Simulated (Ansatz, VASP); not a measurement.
# Two plane-wave programs on BF

```
B F
1.0
     2.25009   -1.64430    0.00000
     2.25009    1.64430    0.00000
    -0.82585    0.00000    4.85539
B F
2 2
Direct
  0.00320 0.49680 0.00000
  0.49680 0.00320 0.50000
  0.57140 0.40560 0.25370
  0.40560 0.57140 0.75370
```

Change from the starting cell: species swapped into the CuO type (Cc, No. 9).

Alike in both runs: task single point; functional PBE; k mesh 6 × 6 × 4; occupations gaussian, width 0.1 eV; no spin polarisation.

```csv
,VASP,Ansatz
version,VASP 6.6.1,Ansatz 0.2.0
potentials or method,"VASP PAW PBE potentials, release 64 (B, F)","scalar-relativistic, plane waves, PAW"
plane-wave cutoff (eV),520,420
valence electrons in the cell,20,20
```

|  | VASP | Ansatz | Ansatz less VASP |
| --- | --- | --- | --- |
| gap on the k mesh at the Fermi level (eV) | none | none | - |
| pressure (GPa) | 21.9 | 22.2 | +0.29 |
| largest component of the traceless stress (GPa) | 24.89 | 24.91 | +0.018 |
| rms of the force components (eV/Å) | 0.449 | 0.454 | +0.0052 |

Atom by atom the forces differ by 0.005 eV/Å (rms over components). A gap of «none» marks a metal or a gap that the smearing closes. With one functional, cell and mesh, what is left measures potentials, basis and numerics.

Caveats: the k mesh is coarse (spacing up to 0.40 Å⁻¹), so the values aren't converged; so large a pressure means that the cell lies far from this level's equilibrium, or that cutoff or potentials fall short (VASP).
